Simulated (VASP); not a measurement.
Runs of VASP 6.6.1 on SnSe2. Symmetry: P-3m1, No. 164, trigonal system. Conventional cell: a = 3.839 Å, b = 3.839 Å, c = 6.011 Å, α = 90.00°, β = 90.00°, γ = 120.00°. Around Sn (site symmetry -3m) lie 6 Se at 2.73 Å. Se (site symmetry 3m) has 3 Sn at 2.73 Å as nearest neighbours. The cell was built by a generator and needn't be a form met in nature.

| task | level | potentials or basis | spin | cell | k mesh | cutoff (eV) | gap on the mesh (eV) | pressure (GPa) | largest force (eV/Å) |
| --- | --- | --- | --- | --- | --- | --- | --- | --- | --- |
| relaxation of cell and atoms | PBE+D3(BJ) | VASP PAW PBE potentials, release 64 (Sn_d, Se) | off | relaxed | 9 × 9 × 5 | 600 | 0.44 | 0.0 | - |
| band structure | PBE+D3(BJ) | VASP PAW PBE potentials, release 64 (Sn_d, Se) | SOC, no magnetisation | P-3m1, 25.59 Å³/atom | 6 × 6 × 4 | 520 | - | (a) | 0.01 |
| band structure | TB-mBJ | VASP PAW PBE potentials, release 64 (Sn_d, Se) | off | P-3m1, 25.59 Å³/atom | 9 × 9 × 5 | 520 | (b) | - | - |
| band structure | PBE+D3(BJ) | VASP PAW PBE potentials, release 64 (Sn_d, Se) | off | P-3m1, 25.59 Å³/atom | 9 × 9 × 5 | 520 | 0.44 | 0.0 | - |
| band structure | LDA | VASP PAW LDA potentials, release 64 (Sn_d, Se) | off | P-3m1, 25.59 Å³/atom | 9 × 9 × 5 | 520 | 0.32 | -2.2 | 0.23 |

Alike in all rows: smearing gaussian 0.03 eV.

Fill in the values left out.

(a) 0.1; (b) 0.98.

Caveats: spin-orbit coupling is left out, which moves the levels of the heavy elements (some runs); an odd mesh through Γ misses points on the zone boundary, where band edges often lie (some runs); the PAW data sets were made with another functional, which shifts forces and pressure a little (some runs).

A k mesh can miss the band edges, and rows without SOC leave out spin-orbit coupling on Se, Sn.
